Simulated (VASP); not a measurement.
```xyz
2
Lattice="0.0000 3.1401 3.1401 3.1401 0.0000 3.1401 3.1401 3.1401 0.0000" Properties=species:S:1:pos:R:3 pbc="T T T"
Cs     0.0000     0.0000     0.0000
H      3.1401     3.1401     3.1401
```

Computed with r2SCAN+rVV10 with spin-orbit coupling, VASP's PBE PAW potentials (set 64) (plane waves; VASP 6.6.1). Numerical set-up: 400 eV cut-off, 7×7×7 Γ-centred mesh, Gaussian smearing of 0.050 eV, potentials Cs_sv H.

### Question
Give the energies of bands 9 to 17 at the high-symmetry points, in eV from the valence-band maximum.

### Answer

```tsv
band	Γ	X	U	L	W
9	-1.78	-1.30	-0.87	0.00	-0.82
10	-1.78	-1.30	-0.87	0.00	-0.82
11	5.62	3.32	3.69	2.52	4.43
12	5.62	3.32	3.69	2.52	4.43
13	5.62	6.14	5.25	5.16	4.56
14	5.62	6.14	5.25	5.16	4.56
15	5.68	8.82	6.88	5.22	5.80
16	5.68	8.82	6.88	5.22	5.80
17	6.42	9.03	7.49	7.81	9.12
```

The gap is direct, 2.52 eV, from the valence maximum at L to the conduction minimum at L.

The structure comes from a measured CsH entry (Fm-3m) of the Crystallography Open Database, whose conditions weren't checked. It was relaxed first.
